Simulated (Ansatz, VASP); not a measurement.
**Ca2AlO2: VASP beside Ansatz**

INCAR

```
ALGO = Normal ; EDIFF = 1E-6
ENCUT = 520 ; GGA = PE
ISIF = 2 ; ISMEAR = 0
LASPH = True ; LCHARG = False
LREAL = False ; LWAVE = False
NBANDS = 26 ; NELM = 100
PREC = Accurate ; SIGMA = 0.1
```

The input KPOINTS:

```
k-points
0
Gamma
  4 4 4
```

File POSCAR:

```
Ca2AlO2
1.0
    3.0138238700     -3.6911263700      0.0000000000
    3.0138238700      3.6911263700      0.0000000000
    0.0000000000      0.0000000000      4.4669985900
Ca Al O
2 1 2
Direct
    0.0000000000      0.5000000000      0.5000000000
    0.5000000000      0.0000000000      0.5000000000
    0.0000000000      0.0000000000      0.0000000000
    0.0000000000      0.5000000000      0.0000000000
    0.5000000000      0.0000000000      0.0000000000
```

Input for Ansatz:

```yaml
crystal:
  lattice:
    - [3.01382387, -3.69112637, 0.0]
    - [3.01382387, 3.69112637, 0.0]
    - [0.0, 0.0, 4.46699859]
  atoms:
    - { symbol: Ca, position: [0.0, 0.5, 0.5] }
    - { symbol: Ca, position: [0.5, 0.0, 0.5] }
    - { symbol: Al, position: [0.0, 0.0, 0.0] }
    - { symbol: O, position: [0.0, 0.5, 0.0] }
    - { symbol: O, position: [0.5, 0.0, 0.0] }
basis:
  ecutwfc: 420
kpoints:
  mp_grid: { grid: [4, 4, 4] }
hamiltonian:
  xc: pbe
scf:
  occupations: { method: gaussian, width: 0.1 }
  lower_state_search: "off"
output:
  forces: true
  stress: true
  eigenvalues: true
```

Alike in both runs: task single point; functional PBE; k mesh 4 × 4 × 4; occupations gaussian, width 0.1 eV; no spin polarisation.

|  | VASP | Ansatz |
| --- | --- | --- |
| version | VASP 6.6.1 | Ansatz 0.2.0 |
| potentials or method | VASP PAW PBE potentials, release 64 (Ca_sv, Al, O) | scalar-relativistic, plane waves, PAW |
| plane-wave cutoff (eV) | 520 | 420 |
| valence electrons in the cell | 35 | 35 |

|  | VASP | Ansatz | Ansatz less VASP |
| --- | --- | --- | --- |
| gap on the k mesh at the Fermi level (eV) | none | none | - |
| pressure (GPa) | -2.5 | -2.8 | -0.21 |
| largest component of the traceless stress (GPa) | 10.13 | 10.35 | +0.227 |

A gap of «none» marks a metal or a gap that the smearing closes.

Caveats: an odd number of electrons without spin polarisation forces a metal; a magnetic or distorted state may lie lower.
